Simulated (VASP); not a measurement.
All values below come from PBE GGA, VASP's PBE PAW potentials (set 64) (plane waves; VASP).

VASP input:

### KPOINTS
```
Automatic mesh
0
Gamma
10 10 10
0 0 0
```

### INCAR
```
SYSTEM = GaN
PREC = Accurate
ENCUT = 520
EDIFF = 1E-7
NELM = 100
ALGO = Normal
LREAL = .FALSE.
LASPH = .TRUE.
ISMEAR = 0
SIGMA = 0.05
GGA = PE
LMAXMIX = 4
LWAVE = .FALSE.
LCHARG = .FALSE.
ISIF = 2
```

POSCAR:
```
GaN
1
    0.0000000000     2.2975982962     2.2975982962
    2.2975982962     0.0000000000     2.2975982962
    2.2975982962     2.2975982962     0.0000000000
Ga N
1 1
Direct
  0.0000000000   0.0000000000   0.0000000000
  0.2500000000   0.2500000000   0.2500000000
```

POTCAR, in this order: Ga_d N (PBE.64 set). Program: vasp_std.

The run wrote:

### OUTCAR
```
 ion  position               nearest neighbor table
   1  0.000  0.000  0.000-   2 1.99   2 1.99   2 1.99   2 1.99
   2  0.250  0.250  0.250-   1 1.99   1 1.99   1 1.99   1 1.99
  LATTYP: Found a face centered cubic cell.
 ALAT       =     4.5951965924
 Subroutine PRICEL returns:
 Original cell was already a primitive cell.
 Subroutine GETGRP returns: Found 24 space group operations
The static configuration has the point symmetry T_d .
The dynamic configuration has the point symmetry T_d .
 Subroutine INISYM returns: Found 24 space group operations
 Subroutine IBZKPT returns following result:
 Found     47 irreducible k-points:

 Following reciprocal coordinates:
            Coordinates               Weight
  0.000000  0.000000  0.000000      1.000000
  0.100000  0.000000  0.000000      8.000000
  0.200000  0.000000  0.000000      8.000000
  0.300000  0.000000  0.000000      8.000000
  0.400000  0.000000  0.000000      8.000000
  0.500000  0.000000  0.000000      4.000000
  0.100000  0.100000  0.000000      6.000000
  0.200000  0.100000  0.000000     24.000000
  0.300000  0.100000  0.000000     24.000000
  0.400000  0.100000  0.000000     24.000000
  0.500000  0.100000  0.000000     24.000000
 -0.400000  0.100000  0.000000     24.000000
 -0.300000  0.100000  0.000000     24.000000
 -0.200000  0.100000  0.000000     24.000000
 -0.100000  0.100000  0.000000     12.000000
  0.200000  0.200000  0.000000      6.000000
  0.300000  0.200000  0.000000     24.000000
  0.400000  0.200000  0.000000     24.000000
  0.500000  0.200000  0.000000     24.000000
 -0.400000  0.200000  0.000000     24.000000
 -0.300000  0.200000  0.000000     24.000000
 -0.200000  0.200000  0.000000     12.000000
  0.300000  0.300000  0.000000      6.000000
  0.400000  0.300000  0.000000     24.000000
  0.500000  0.300000  0.000000     24.000000
 -0.400000  0.300000  0.000000     24.000000
 -0.300000  0.300000  0.000000     12.000000
  0.400000  0.400000  0.000000      6.000000
  0.500000  0.400000  0.000000     24.000000
 -0.400000  0.400000  0.000000     12.000000
  0.500000  0.500000  0.000000      3.000000
  0.300000  0.200000  0.100000     24.000000
  0.400000  0.200000  0.100000     48.000000
  0.500000  0.200000  0.100000     48.000000
 -0.400000  0.200000  0.100000     24.000000
  0.400000  0.300000  0.100000     24.000000
  0.500000  0.300000  0.100000     48.000000
 -0.400000  0.300000  0.100000     48.000000
 -0.300000  0.300000  0.100000     48.000000
 -0.200000  0.300000  0.100000     24.000000
   k-points           NKPTS =     47   k-points in BZ     NKDIM =     47   number of bands    NBANDS=     13
   number of dos      NEDOS =    301   number of ions     NIONS =      2
   total plane-waves  NPLWV =  13824
   dimension x,y,z NGX =    24 NGY =   24 NGZ =   24
   dimension x,y,z NGXF=    48 NGYF=   48 NGZF=   48
   ions per type =               1   1
   PREC   = accura    normal or accurate (medium, high low for compatibility)
   ISTART =      0    job   : 0-new  1-cont  2-samecut
   ICHARG =      2    charge: 1-file 2-atom 10-const
   ISPIN  =      1    spin polarized calculation?
   LNONCOLLINEAR =      F non collinear calculations
   LSORBIT =      F    spin-orbit coupling
   INIWAV =      1    electr: 0-lowe 1-rand  2-diag
   ENCUT  =  520.0 eV  38.22 Ry    6.18 a.u.   6.04  6.04  6.04*2*pi/ulx,y,z
   NELM   =    100;   NELMIN=  2; NELMDL= -5     # of ELM steps
   EDIFF  = 0.1E-06   stopping-criterion for ELM
   LREAL  =      F    real-space projection
   NLSPLINE    = F    spline interpolate recip. space projectors
   LMAXMIX     =    4 max onsite mixed and CHGCAR
...
```

OSZICAR:
```
       N       E                     dE             d eps       ncg     rms          rms(c)
DAV:   1     0.835095157448E+02    0.83510E+02   -0.99284E+03  1331   0.241E+03
DAV:   2    -0.720435087299E+01   -0.90714E+02   -0.86140E+02  1392   0.347E+02
DAV:   3    -0.139434431253E+02   -0.67391E+01   -0.67005E+01  1397   0.864E+01
DAV:   4    -0.140539704585E+02   -0.11053E+00   -0.11048E+00  1461   0.121E+01
DAV:   5    -0.140555751393E+02   -0.16047E-02   -0.16046E-02  1372   0.125E+00    0.752E+00
DAV:   6    -0.121469696304E+02    0.19086E+01   -0.60954E+00  1873   0.467E+01    0.269E+00
DAV:   7    -0.121515506334E+02   -0.45810E-02   -0.32738E-01  1227   0.830E+00    0.176E+00
DAV:   8    -0.121486677547E+02    0.28829E-02   -0.84407E-02  1383   0.430E+00    0.897E-01
DAV:   9    -0.121425098130E+02    0.61579E-02   -0.21678E-02  1853   0.345E+00    0.233E-01
DAV:  10    -0.121429490769E+02   -0.43926E-03   -0.15857E-03  1264   0.573E-01    0.104E-01
DAV:  11    -0.121428658879E+02    0.83189E-04   -0.29546E-04  1818   0.344E-01    0.597E-03
DAV:  12    -0.121428713543E+02   -0.54664E-05   -0.28601E-05  1312   0.682E-02    0.625E-03
DAV:  13    -0.121428712422E+02    0.11211E-06   -0.11810E-06  1465   0.109E-02    0.150E-03
DAV:  14    -0.121428711953E+02    0.46857E-07   -0.79523E-08   881   0.338E-03
   1 F= -.12142871E+02 E0= -.12142871E+02  d E =-.201345E-12
```

**OUTCAR**
```
------------------------ aborting loop because EDIFF is reached ----------------------------------------
  FORCE on cell =-STRESS in cart. coord.  units (eV):
  Direction    XX          YY          ZZ          XY          YZ          ZX
  --------------------------------------------------------------------------------------
  Total       -0.7265759     -0.7265759     -0.7265759     -0.0000000      0.0000000      0.0000000
  in kB      -47.9887317    -47.9887317    -47.9887317     -0.0000000      0.0000000      0.0000000
  external PRESSURE =     -47.9887317 kB  Pullay stress =       0.0000000 kB
  volume of cell :       24.26
      direct lattice vectors                 reciprocal lattice vectors
     0.000000000  2.297598296  2.297598296    -0.217618546  0.217618546  0.217618546
     2.297598296  0.000000000  2.297598296     0.217618546 -0.217618546  0.217618546
     2.297598296  2.297598296  0.000000000     0.217618546  0.217618546 -0.217618546
  FREE ENERGIE OF THE ION-ELECTRON SYSTEM (eV)
  ---------------------------------------------------
  free  energy   TOTEN  =       -12.1428711953 eV

  energy  without entropy=      -12.1428711953  energy(sigma->0) =      -12.14287120
```
(Selected blocks of OUTCAR.)

### OUTCAR
```
 val. band max:        4.6688486619   @ k =   0.0000   0.0000   0.0000

 cond. band min:       6.0188311981   @ k =   0.0000   0.0000   0.0000


 Fermi energy:         4.8916516515

 k-point     1 :       0.0000    0.0000    0.0000
  band No.  band energies     occupation
      1     -10.7859      2.00000
      2      -8.7393      2.00000
      3      -8.7393      2.00000
      4      -8.7393      2.00000
      5      -8.4741      2.00000
      6      -8.4741      2.00000
      7       4.6688      2.00000
      8       4.6688      2.00000
      9       4.6688      2.00000
     10       6.0188      0.00000
     11      14.6079      0.00000
     12      14.6079      0.00000
     13      14.6079      0.00000

 k-point     2 :       0.1000    0.0000    0.0000
  band No.  band energies     occupation
      1     -10.6899      2.00000
      2      -8.7278      2.00000
      3      -8.7278      2.00000
      4      -8.6955      2.00000
      5      -8.4751      2.00000
      6      -8.4751      2.00000
      7       3.5422      2.00000
      8       4.5701      2.00000
      9       4.5701      2.00000
     10       6.9258      0.00000
     11      14.1136      0.00000
     12      14.7602      0.00000
     13      14.7602      0.00000

 k-point     3 :       0.2000    0.0000    0.0000
  band No.  band energies     occupation
      1     -10.4570      2.00000
      2      -8.7013      2.00000
      3      -8.7013      2.00000
      4      -8.5184      2.00000
      5      -8.4738      2.00000
      6      -8.4738      2.00000
      7       1.8095      2.00000
      8       4.3269      2.00000
      9       4.3269      2.00000
     10       7.9874      0.00000
     11      13.3514      0.00000
     12      15.0141      0.00000
     13      15.0141      0.00000

 k-point     4 :       0.3000    0.0000    0.0000
  band No.  band energies     occupation
      1     -10.2290      2.00000
      2      -8.6779      2.00000
      3      -8.6779      2.00000
...
```

The compound is GaN in the zinc blende structure, a metastable form; wurtzite is the usual one. This cell is one point of a volume scan, at 1.03 of the reference volume.
